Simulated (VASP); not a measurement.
Here is a VASP 6.6.1 calculation.

Contents of INCAR:

```
SYSTEM = BiTe
PREC = Accurate
ENCUT = 520
EDIFF = 1E-7
ISMEAR = -1
SIGMA = 0.05
LREAL = .FALSE.
LASPH = .TRUE.
NELM = 60
ALGO = Normal
ISIF = 2
LWAVE = .FALSE.
LCHARG = .FALSE.
GGA = PS
NBANDS = 18
```

File KPOINTS:

```
regular mesh
0
G
  7 7 7
  0 0 0
```

Contents of POSCAR:

```
BiTe
1.0
    0.0000000000      3.2350000000      3.2350000000
    3.2350000000      0.0000000000      3.2350000000
    3.2350000000      3.2350000000      0.0000000000
Bi Te
1 1
Direct
   -0.0170560000     -0.0088040000      0.0238150000
    0.4961140000      0.4922550000      0.5021870000
```

Potentials or basis: VASP PAW PBE potentials, release 64 (Bi_d, Te).

Run with:

```console
$ cat potpaw_PBE.64/Bi_d/POTCAR potpaw_PBE.64/Te/POTCAR > POTCAR
$ mpirun -np 1 vasp_std > vasp.out
```

What does it give for the band gap on the k mesh?

None (metal or under the smearing width).

Predict the largest force.

0.227 eV/Å.

Predict the pressure.

-1.4 GPa.

Forces in eV/Å, atoms in the order of the input:
```
Bi  -0.178 -0.072  0.122
Te   0.178  0.072 -0.122
```

Caveat: the PAW data sets were made with another functional, which shifts forces and pressure a little; spin-orbit coupling is left out, which moves the levels of the heavy elements.
